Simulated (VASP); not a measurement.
Output of a VASP run:

### OUTCAR
```
 ion  position               nearest neighbor table
   1  0.000  0.000  0.000-
   2  0.500  0.500  0.500-   3 2.11   4 2.11   5 2.11   5 2.11   3 2.11   4 2.11
   3  0.500  0.000  0.500-   2 2.11   2 2.11
   4  0.000  0.500  0.500-   2 2.11   2 2.11
   5  0.500  0.500  0.000-   2 2.11   2 2.11
  LATTYP: Found a simple cubic cell.
 ALAT       =     4.2100648960
 Subroutine PRICEL returns:
 Original cell was already a primitive cell.
 Subroutine GETGRP returns: Found 48 space group operations
The static configuration has the point symmetry O_h .
The dynamic configuration has the point symmetry O_h .
 Subroutine INISYM returns: Found 48 space group operations
 Subroutine IBZKPT returns following result:
 Found     10 irreducible k-points:

 Following reciprocal coordinates:
            Coordinates               Weight
  0.000000  0.000000  0.000000      1.000000
  0.200000  0.000000  0.000000      6.000000
  0.400000  0.000000  0.000000      6.000000
  0.200000  0.200000  0.000000     12.000000
  0.400000  0.200000  0.000000     24.000000
  0.400000  0.400000  0.000000     12.000000
  0.200000  0.200000  0.200000      8.000000
  0.400000  0.200000  0.200000     24.000000
  0.400000  0.400000  0.200000     24.000000
  0.400000  0.400000  0.400000      8.000000
   k-points           NKPTS =     10   k-points in BZ     NKDIM =     10   number of bands    NBANDS=     25
   number of dos      NEDOS =    301   number of ions     NIONS =      5
   total plane-waves  NPLWV =  32768
   dimension x,y,z NGX =    32 NGY =   32 NGZ =   32
   dimension x,y,z NGXF=    64 NGYF=   64 NGZF=   64
   ions per type =               1   1   3
   PREC   = accura    normal or accurate (medium, high low for compatibility)
   ISTART =      0    job   : 0-new  1-cont  2-samecut
   ICHARG =      2    charge: 1-file 2-atom 10-const
   ISPIN  =      1    spin polarized calculation?
   LNONCOLLINEAR =      F non collinear calculations
   LSORBIT =      F    spin-orbit coupling
   INIWAV =      1    electr: 0-lowe 1-rand  2-diag
   ENCUT  =  520.0 eV  38.22 Ry    6.18 a.u.   7.83  7.83  7.83*2*pi/ulx,y,z
   NELM   =    100;   NELMIN=  2; NELMDL= -5     # of ELM steps
   EDIFF  = 0.1E-06   stopping-criterion for ELM
   LREAL  =      F    real-space projection
   NLSPLINE    = F    spline interpolate recip. space projectors
   LMAXMIX     =    4 max onsite mixed and CHGCAR
   VOSKOWN=      0    Vosko Wilk Nusair interpolation
   EDIFFG = 0.1E-05   stopping-criterion for IOM
   NSW    =      0    number of steps for IOM
   NBLOCK =      1;   KBLOCK =      1    inner block; outer block
   IBRION =     -1    ionic relax: 0-MD 1-quasi-New 2-CG
   NFREE  =      0    steps in history (QN), initial steepest desc. (CG)
   ISIF   =      2    stress and relaxation
   ISYM   =      2    0-nonsym 1-usesym 2-fastsym
   TEIN   =    0.0    initial temperature
   TEBEG  =    0.0;   TEEND  =   0.0 temperature during run
   SMASS  =  -3.00    Nose mass-parameter (am)
   PSTRESS=    0.0 pullay stress
   NELECT =      42.0000    total number of electrons
   EFERMI =   0.00;   METHOD = LEGACY
   ISMEAR =     0;   SIGMA  =   0.05  broadening in eV -4-tet -1-fermi 0-gaus
   IALGO  =     38    algorithm
   LDIAG  =      T    sub-space diagonalisation (order eigenvalues)
   IMIX   =      4    mixing-type and parameters
     AMIX     =   0.40;   BMIX     =  1.00
     AMIX_MAG =   1.60;   BMIX_MAG =  1.00
     AMIN     =   0.10
   GGA     = RP    functional components
   VOSKOWN =     0    Vosko Wilk Nusair interpolation
   LHFCALC =     F    Hartree Fock is set to
   LHFONE  =     F    Hartree Fock one center treatment
   AEXX    =    0.0000 exact exchange contribution
   IVDW    =     0    specifies the selected vdW correction
   LEPSILON=     F    determine dielectric tensor
   LRPA    =     F    only Hartree local field effects (RPA)
  energy-cutoff  :      520.00
  volume of cell :       74.62
      direct lattice vectors                 reciprocal lattice vectors
...
```

OSZICAR:
```
       N       E                     dE             d eps       ncg     rms          rms(c)
DAV:   1     0.464781976472E+03    0.46478E+03   -0.22462E+04   500   0.199E+03
DAV:   2     0.172533225395E+02   -0.44753E+03   -0.43488E+03   612   0.492E+02
DAV:   3    -0.206617676233E+02   -0.37915E+02   -0.37763E+02   596   0.157E+02
DAV:   4    -0.215198995084E+02   -0.85813E+00   -0.85700E+00   728   0.223E+01
DAV:   5    -0.215385885196E+02   -0.18689E-01   -0.18680E-01   679   0.280E+00    0.109E+01
DAV:   6    -0.189597974477E+02    0.25788E+01   -0.93766E+00   699   0.415E+01    0.601E+00
DAV:   7    -0.190553450030E+02   -0.95548E-01   -0.17667E+00   518   0.899E+00    0.405E+00
DAV:   8    -0.190963745560E+02   -0.41030E-01   -0.71307E-01   580   0.170E+01    0.181E+00
DAV:   9    -0.190505525935E+02    0.45822E-01   -0.12078E-01   781   0.101E+01    0.701E-01
DAV:  10    -0.190477335735E+02    0.28190E-02   -0.10660E-01   753   0.775E+00    0.350E-01
DAV:  11    -0.190474008532E+02    0.33272E-03   -0.20706E-02   732   0.200E+00    0.705E-02
DAV:  12    -0.190475263015E+02   -0.12545E-03   -0.87366E-04   559   0.243E-01    0.745E-02
DAV:  13    -0.190475368132E+02   -0.10512E-04   -0.11699E-04   629   0.248E-01    0.656E-02
DAV:  14    -0.190476100067E+02   -0.73194E-04   -0.32659E-04   535   0.536E-01    0.622E-02
DAV:  15    -0.190475721793E+02    0.37827E-04   -0.12790E-04   555   0.819E-02    0.311E-02
DAV:  16    -0.190475606283E+02    0.11551E-04   -0.40856E-05   592   0.899E-02    0.103E-02
DAV:  17    -0.190475602145E+02    0.41376E-06   -0.36412E-06   747   0.286E-02    0.476E-03
DAV:  18    -0.190475600223E+02    0.19228E-06   -0.11513E-06   652   0.241E-02    0.119E-03
DAV:  19    -0.190475601107E+02   -0.88472E-07   -0.65850E-07   578   0.607E-03
   1 F= -.19047560E+02 E0= -.19047560E+02  d E =-.167811E-18
```

OUTCAR:
```
------------------------ aborting loop because EDIFF is reached ----------------------------------------
  FORCE on cell =-STRESS in cart. coord.  units (eV):
  Direction    XX          YY          ZZ          XY          YZ          ZX
  --------------------------------------------------------------------------------------
  Total        0.0878299      0.0878299      0.0878299     -0.0000000     -0.0000000     -0.0000000
  in kB        1.8857610      1.8857610      1.8857610     -0.0000000     -0.0000000     -0.0000000
  external PRESSURE =       1.8857610 kB  Pullay stress =       0.0000000 kB
  volume of cell :       74.62
      direct lattice vectors                 reciprocal lattice vectors
     4.210064896  0.000000000  0.000000000     0.237526030  0.000000000  0.000000000
     0.000000000  4.210064896  0.000000000     0.000000000  0.237526030  0.000000000
     0.000000000  0.000000000  4.210064896     0.000000000  0.000000000  0.237526030
 POSITION                                       TOTAL-FORCE (eV/Angst)
 -----------------------------------------------------------------------------------
      0.00000      0.00000      0.00000         0.000000      0.000000      0.000000
      2.10503      2.10503      2.10503         0.000000      0.000000      0.000000
      2.10503      0.00000      2.10503         0.000000      0.000000      0.000000
      0.00000      2.10503      2.10503         0.000000      0.000000      0.000000
      2.10503      2.10503      0.00000         0.000000      0.000000      0.000000
 -----------------------------------------------------------------------------------
    total drift:                                0.000000     -0.000000     -0.000000
  FREE ENERGIE OF THE ION-ELECTRON SYSTEM (eV)
  ---------------------------------------------------
  free  energy   TOTEN  =       -19.0475601107 eV

  energy  without entropy=      -19.0475601107  energy(sigma->0) =      -19.04756011
```
(Selected blocks of OUTCAR.)

File POSCAR:
```
KZnF3
1
    4.2100648960     0.0000000000     0.0000000000
    0.0000000000     4.2100648960     0.0000000000
    0.0000000000     0.0000000000     4.2100648960
K Zn F
1 1 3
Direct
  0.0000000000   0.0000000000   0.0000000000
  0.5000000000   0.5000000000   0.5000000000
  0.5000000000   0.0000000000   0.5000000000
  0.0000000000   0.5000000000   0.5000000000
  0.5000000000   0.5000000000   0.0000000000
```

Question: Reconstruct the remaining input files.

Answer: Several could match; the one computed here: the input of the run itself, RPBE GGA, plane waves, VASP's PBE PAW potentials (set 64).

### KPOINTS
```
Automatic mesh
0
Gamma
5 5 5
0 0 0
```

**INCAR**
```
LWAVE = .FALSE.
ALGO = Normal
LCHARG = .FALSE.
ISMEAR = 0   # Gaussian
PREC = Accurate
GGA = RP
SIGMA = 0.05   # width (eV)
EDIFF = 1E-7   # SCF stop (eV)
ISIF = 2
NELM = 100
ENCUT = 520
LMAXMIX = 4
LREAL = .FALSE.   # projection in real space or not
LASPH = .TRUE.   # aspherical one-centre terms
SYSTEM = KZnF3
```

POTCAR, in this order: K_sv Zn F (PBE.64 set). Program: vasp_std.

The compound is KZnF3 in the cubic perovskite structure. It was relaxed first, which changed the volume by +12 %.
